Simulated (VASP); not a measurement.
# CaCO4 (I4_1/a) in VASP: single point with r2SCAN

Aim: the single point of CaCO4 with r2SCAN.

Everything below comes from runs of VASP 6.6.1. Logs are shortened: lines on timing, memory, paths and dates and some standing lists are left out, and cuts for length are marked.

**1. The crystal as given**

It takes space group I4_1/a (No. 88, tetragonal). Conventional cell: a = 4.653 Å, b = 4.653 Å, c = 11.323 Å, α = 90.00°, β = 90.00°, γ = 90.00°. Ca (site symmetry -4) has 8 O at 2.44 to 2.45 Å as nearest neighbours. C (site symmetry -4) has 4 O at 1.37 Å as nearest neighbours. Around O (site symmetry 1) lie 1 C at 1.37 Å.

The cell was built by a generator and needn't be a form met in nature.

**2. Single point, r2SCAN**

File POSCAR:

```
CaCO4
1.0
    0.0000000000      4.6526247115      0.0000000000
    4.6526247115      0.0000000000      0.0000000000
    2.3263123558      2.3263123558     -5.6613357051
Ca C O
2 2 8
Direct
    0.8750000000      0.6250000000      0.7500000000
    0.1250000000      0.3750000000      0.2500000000
    0.3750000000      0.1250000000      0.7500000000
    0.6250000000      0.8750000000      0.2500000000
    0.2089885245      0.2706619195      0.6174306662
    0.7706619195      0.1735808092      0.1174306662
    0.6735808092      0.1119074142      0.6174306662
    0.6119074142      0.7089885245      0.1174306662
    0.7910114755      0.7293380805      0.3825693338
    0.2293380805      0.8264191908      0.8825693338
    0.3264191908      0.8880925858      0.3825693338
    0.3880925858      0.2910114755      0.8825693338
```

File INCAR.step1:

```
PREC = Accurate
ENCUT = 520
ISMEAR = 1
SIGMA = 0.1329
LREAL = False
LASPH = True
NELM = 80
NBANDS = 50
GGA = PE
ALGO = Normal
EDIFF = 1E-4
LWAVE = True
LCHARG = False
```

File INCAR.step2:

```
PREC = Accurate
ENCUT = 520
EDIFF = 1E-7
ISMEAR = 1
SIGMA = 0.1329
LREAL = False
LASPH = True
NELM = 80
ALGO = Normal
ISIF = 2
LWAVE = False
LCHARG = False
METAGGA = R2SCAN
LMIXTAU = True
NBANDS = 50
ISTART = 1
```

File KPOINTS:

```
regular mesh
0
Gamma
  4 4 4
```

Potentials or basis: VASP PAW PBE potentials, release 64 (Ca_sv, C, O).

The run is started by

```sh
$ cat potpaw_PBE.64/Ca_sv/POTCAR potpaw_PBE.64/C/POTCAR potpaw_PBE.64/O/POTCAR > POTCAR
$ cp INCAR.step1 INCAR
$ mpirun -np 1 vasp_std > vasp.out
$ cp INCAR.step2 INCAR
$ mpirun -np 1 vasp_std > vasp.out
```

OUTCAR:

```text
PREC = Accurate
   ENCUT = 520
   EDIFF = 1E-7
   ISMEAR = 1
   LREAL = False
   LASPH = True
   NELM = 80
   ISIF = 2
   METAGGA = R2SCAN
   ISTART = 1

 ion  position               nearest neighbor table
   1  0.875  0.625  0.750-  12 2.44   7 2.44   5 2.44  10 2.44   9 2.45   8 2.45   6 2.45  11 2.45

   2  0.125  0.375  0.250-   8 2.44  11 2.44   9 2.44   6 2.44   5 2.45  12 2.45  10 2.45   7 2.45

   3  0.375  0.125  0.750-  10 1.37   7 1.37   5 1.37  12 1.37
   4  0.625  0.875  0.250-   6 1.37  11 1.37   9 1.37   8 1.37
   5  0.209  0.271  0.617-   3 1.37   1 2.44   2 2.45
   6  0.771  0.174  0.117-   4 1.37   2 2.44   1 2.45
   7  0.674  0.112  0.617-   3 1.37   1 2.44   2 2.45
   8  0.612  0.709  0.117-   4 1.37   2 2.44   1 2.45
   9  0.791  0.729  0.383-   4 1.37   2 2.44   1 2.45
  10  0.229  0.826  0.883-   3 1.37   1 2.44   2 2.45
  11  0.326  0.888  0.383-   4 1.37   2 2.44   1 2.45
  12  0.388  0.291  0.883-   3 1.37   1 2.44   2 2.45

  LATTYP: Found a body centered tetragonal cell.
 ALAT       =     4.6526247115
 C/A-ratio  =     2.4336094382

  Lattice vectors:

 A1 = (  -2.3263123558,   2.3263123557,   5.6613357051)
 A2 = (   2.3263123557,  -2.3263123558,   5.6613357051)
 A3 = (   2.3263123558,   2.3263123558,  -5.6613357051)

Analysis of symmetry for initial positions (statically):
=====================================================================
 Subroutine PRICEL returns:
 Original cell was already a primitive cell.

 Routine SETGRP: Setting up the symmetry group for a
 body centered tetragonal supercell.

 Subroutine GETGRP returns: Found  8 space group operations
 (whereof  2 operations were pure point group operations)
 out of a pool of 16 trial point group operations.

The static configuration has the point symmetry S_2 .
 The point group associated with its full space group is C_4h.

Analysis of symmetry for dynamics (positions and initial velocities):
=====================================================================
 Subroutine PRICEL returns:
 Original cell was already a primitive cell.

 Routine SETGRP: Setting up the symmetry group for a
 body centered tetragonal supercell.

 Subroutine GETGRP returns: Found  8 space group operations
 (whereof  2 operations were pure point group operations)
 out of a pool of 16 trial point group operations.

The dynamic configuration has the point symmetry S_2 .
 The point group associated with its full space group is C_4h.

 Subroutine INISYM returns: Found  8 space group operations
 (whereof  2 operations are pure point group operations),
 and found     1 'primitive' translations

----------------------------------------------------------------------------------------

                                     Primitive cell

  volume of cell :     122.5505

  direct lattice vectors                    reciprocal lattice vectors
     0.000000000  4.652624711  0.000000000     0.000000000  0.214932444  0.088318380
     4.652624711  0.000000000  0.000000000     0.214932444  0.000000000  0.088318380
     2.326312356  2.326312356 -5.661335705     0.000000000  0.000000000 -0.176636761

  length of vectors
     4.652624711  4.652624711  6.547837835     0.232370591  0.232370591  0.176636761

  position of ions in fractional coordinates (direct lattice)
     0.875000000  0.625000000  0.750000000
     0.125000000  0.375000000  0.250000000
     0.375000000  0.125000000  0.750000000
     0.625000000  0.875000000  0.250000000
     0.208988525  0.270661920  0.617430666
     0.770661920  0.173580809  0.117430666
     0.673580809  0.111907414  0.617430666
     0.611907414  0.708988525  0.117430666
     0.791011475  0.729338080  0.382569334
     0.229338080  0.826419191  0.882569334
     0.326419191  0.888092586  0.382569334
     0.388092586  0.291011475  0.882569334

  ion indices of the primitive-cell ions
   primitive index   ion index
                 1           1
                 2           2
                 3           3
                 4           4
                 5           5
                 6           6
                 7           7
                 8           8
                 9           9
                10          10
                11          11
                12          12

----------------------------------------------------------------------------------------

 KPOINTS: regular mesh

Automatic generation of k-mesh.
 Grid dimensions read from file:
 generate k-points for:    4    4    4

 Generating k-lattice:

  Cartesian coordinates                     Fractional coordinates (reciprocal lattice)
     0.000000000  0.053733111  0.022079595     0.250000000  0.000000000 -0.000000000
     0.053733111  0.000000000  0.022079595     0.000000000  0.250000000 -0.000000000
     0.000000000  0.000000000 -0.044159190     0.000000000  0.000000000  0.250000000

  Length of vectors
     0.058092648  0.058092648  0.044159190

  Shift w.r.t. Gamma in fractional coordinates (k-lattice)
     0.000000000  0.000000000  0.000000000

 Subroutine IBZKPT returns following result:
 ===========================================

 Found     14 irreducible k-points:

 Following reciprocal coordinates:
            Coordinates               Weight
  0.000000  0.000000  0.000000      1.000000
  0.250000  0.000000 -0.000000      8.000000
  0.500000  0.000000 -0.000000      4.000000
  0.250000  0.250000 -0.000000      8.000000
  0.500000  0.250000 -0.000000      8.000000
 -0.250000  0.500000 -0.000000      8.000000
 -0.250000  0.250000  0.000000      4.000000
  0.500000  0.500000 -0.000000      2.000000
  0.000000  0.000000  0.250000      2.000000
  0.500000  0.000000  0.250000      4.000000
 -0.250000  0.000000  0.250000      8.000000
  0.500000  0.500000  0.250000      2.000000
 -0.250000 -0.250000  0.250000      4.000000
  0.000000  0.000000  0.500000      1.000000
   k-points           NKPTS =     14   k-points in BZ     NKDIM =     14   number of bands    NBANDS=     50
   number of dos      NEDOS =    301   number of ions     NIONS =     12
   total plane-waves  NPLWV =  64800
   dimension x,y,z NGX =    36 NGY =   36 NGZ =   50
   dimension x,y,z NGXF=    72 NGYF=   72 NGZF=  100
   ions per type =               2   2   8
   NGX,Y,Z   is equivalent  to a cutoff of  12.86, 12.86, 12.69 a.u.
   NGXF,Y,Z  is equivalent  to a cutoff of  25.73, 25.73, 25.39 a.u.
 SYSTEM =  unknown system
   PREC   = accura    normal or accurate (medium, high low for compatibility)
   ISTART =      1    job   : 0-new  1-cont  2-samecut
   ICHARG =      0    charge: 1-file 2-atom 10-const
   ISPIN  =      1    spin polarized calculation?
   LNONCOLLINEAR =      F non collinear calculations
   LSORBIT =      F    spin-orbit coupling
   LASPH  =      T    aspherical Exc in radial PAW
   ENCUT  =  520.0 eV  38.22 Ry    6.18 a.u.   8.65  8.65 12.17*2*pi/ulx,y,z
   NELM   =     80;   NELMIN=  2; NELMDL=  0     # of ELM steps
   EDIFF  = 0.1E-06   stopping-criterion for ELM
   LREAL  =      F    real-space projection
   EDIFFG = 0.1E-05   stopping-criterion for IOM
   NSW    =      0    number of steps for IOM
   IBRION =     -1    ionic relax: 0-MD 1-quasi-New 2-CG
   NFREE  =      0    steps in history (QN), initial steepest desc. (CG)
   ISIF   =      2    stress and relaxation
   ISYM   =      2    0-nonsym 1-usesym 2-fastsym
   POTIM  = 0.5000    time-step for ionic-motion
   TEBEG  =    0.0;   TEEND  =   0.0 temperature during run
   PSTRESS=    0.0 pullay stress
   NELECT =      76.0000    total number of electrons
   NUPDOWN=      -1.0000    fix difference up-down
   EMIN   =  10.00;   EMAX   =-10.00  energy-range for DOS
   EFERMI =   0.00;   METHOD = LEGACY
   ISMEAR =     1;   SIGMA  =   0.13  broadening in eV -4-tet -1-fermi 0-gaus
   EFERMI_NEDOS =   21; number of points for ismear=-14 and -15
   IALGO  =     38    algorithm
   IMIX   =      4    mixing-type and parameters
     AMIX     =   0.40;   BMIX     =  1.00
     AMIX_MAG =   1.60;   BMIX_MAG =  1.00
  volume/ion in A,a.u.               =      10.21        68.92
  Fermi-wavevector in a.u.,A,eV,Ry     =   1.396072  2.638193 26.517974  1.949016
  Thomas-Fermi vector in A             =   2.519462
   LORBIT       =      0    0 simple, 1 ext, 2 COOP (PROOUT), +10 PAW based schemes
   METAGGA = R2SCAN    functional components
   LHFCALC =     F    Hartree Fock is set to
   AEXX    =    0.0000 exact exchange contribution
   IVDW    =     0    specifies the selected vdW correction
   LEPSILON=     F    determine dielectric tensor
   LRPA    =     F    only Hartree local field effects (RPA)
 non-spin polarized calculation
 Methfessel and Paxton  Order N= 1 SIGMA  =   0.13
  energy-cutoff  :      520.00
  volume of cell :      122.55
 maximum number of plane-waves:      3357
 NGX is ok and might be reduce to    36
   NGX = 17   NGY = 17   NGZ = 25

 number of electron      75.9999998 magnetization

 Free energy of the ion-electron system (eV)
  ---------------------------------------------------
  ext. energy  EPLUGINS =         0.00000000
  ---------------------------------------------------
  free energy    TOTEN  =       -99.06441491 eV

  energy without entropy =      -99.07103074  energy(sigma->0) =      -99.06662018

 E-fermi :   1.6703     XC(G=0): -11.3632

 val. band max:        1.6392798983   @ k =   0.0000   0.0000   0.2500
 cond. band min:       1.7024253736   @ k =   0.5000   0.0000   0.2500
 fundamental gap:      0.0631454753
 Fermi energy:         1.6702716322

 k-point     1 :       0.0000    0.0000    0.0000
  band No.  band energies     occupation
      1     -37.7052      2.00000
      2     -37.6767      2.00000
      3     -21.6915      2.00000
      4     -21.2730      2.00000
      5     -18.5839      2.00000
      6     -18.3184      2.00000
[... 42 lines left out ...]
     49      10.8174      0.00000
     50      10.9525      0.00000
[... 687 lines left out ...]
     49      10.9375      0.00000
     50      10.9375      0.00000

------------------------ aborting loop because EDIFF is reached ----------------------------------------

  FORCE on cell =-STRESS in cart. coord.  units (eV):
  Direction    XX          YY          ZZ          XY          YZ          ZX
  --------------------------------------------------------------------------------------
  -------------------------------------------------------------------------------------
  Total        1.1513067      1.1513067      0.9486625     -0.0000023     -0.0000000     -0.0000000
  in kB       15.0517381     15.0517381     12.4024471     -0.0000304     -0.0000000     -0.0000000
  external PRESSURE =      14.1686411 kB  Pullay stress =       0.0000000 kB

 VOLUME and BASIS-vectors are now :
 -----------------------------------------------------------------------------
  energy-cutoff  :      520.00
  volume of cell :      122.55
      direct lattice vectors                 reciprocal lattice vectors
     0.000000000  4.652624711  0.000000000     0.000000000  0.214932444  0.088318380
     4.652624711  0.000000000  0.000000000     0.214932444  0.000000000  0.088318380
     2.326312356  2.326312356 -5.661335705     0.000000000  0.000000000 -0.176636761

 POSITION                                       TOTAL-FORCE (eV/Angst)
 -----------------------------------------------------------------------------------
      4.65262      5.81578     -4.24600         0.000000     -0.000000     -0.000000
      2.32631      1.16316     -1.41533         0.000000     -0.000000     -0.000000
      2.32631      3.48947     -4.24600        -0.000000     -0.000000     -0.000000
      4.65262      3.48947     -1.41533        -0.000000     -0.000000     -0.000000
      2.69562      2.40868     -3.49548         0.050327     -0.174997      0.130429
      1.08079      3.85878     -0.66481         0.174997      0.050327      0.130429
      1.95700      4.57026     -3.49548        -0.050327      0.174997      0.130429
      3.57184      3.12016     -0.66481        -0.174997     -0.050327      0.130429
      4.28331      4.57026     -2.16585        -0.050327      0.174997     -0.130429
      5.89815      3.12016     -4.99652        -0.174997     -0.050327     -0.130429
      5.02194      2.40868     -2.16585         0.050327     -0.174997     -0.130429
      3.40710      3.85878     -4.99652         0.174997      0.050327     -0.130429
 -----------------------------------------------------------------------------------
    total drift:                                0.000000      0.000000      0.000000

  FREE ENERGIE OF THE ION-ELECTRON SYSTEM (eV)
  ---------------------------------------------------
  free  energy   TOTEN  =       -99.0644149053 eV

  energy  without entropy=      -99.0710307406  energy(sigma->0) =      -99.06662018
```

Wall time 4.9 min (1 thread of Intel Xeon Platinum 8488C (Sapphire Rapids), shared host); peak memory 0.29 GiB.

What came out:

```yaml
Free_energy: -99.0644 eV
Pressure: 1.4 GPa
Largest_force: 0.224 eV/Å
Band_gap_on_the_k_mesh: none (metal or under the smearing width)
```

Forces on the atoms (eV/Å):
```
Ca   0.000  0.000  0.000
Ca   0.000  0.000  0.000
C    0.000  0.000  0.000
C    0.000  0.000  0.000
O    0.050 -0.175  0.130
O    0.175  0.050  0.130
O   -0.050  0.175  0.130
O   -0.175 -0.050  0.130
O   -0.050  0.175 -0.130
O   -0.175 -0.050 -0.130
O    0.050 -0.175 -0.130
O    0.175  0.050 -0.130
```

Stress tensor (GPa, compression positive):
```
1.51 0.00 0.00
0.00 1.51 0.00
0.00 0.00 1.24
```

Caveat: the k mesh is coarse (spacing up to 0.37 Å⁻¹), so the values aren't converged; the PAW data sets were made with another functional, which shifts forces and pressure a little.
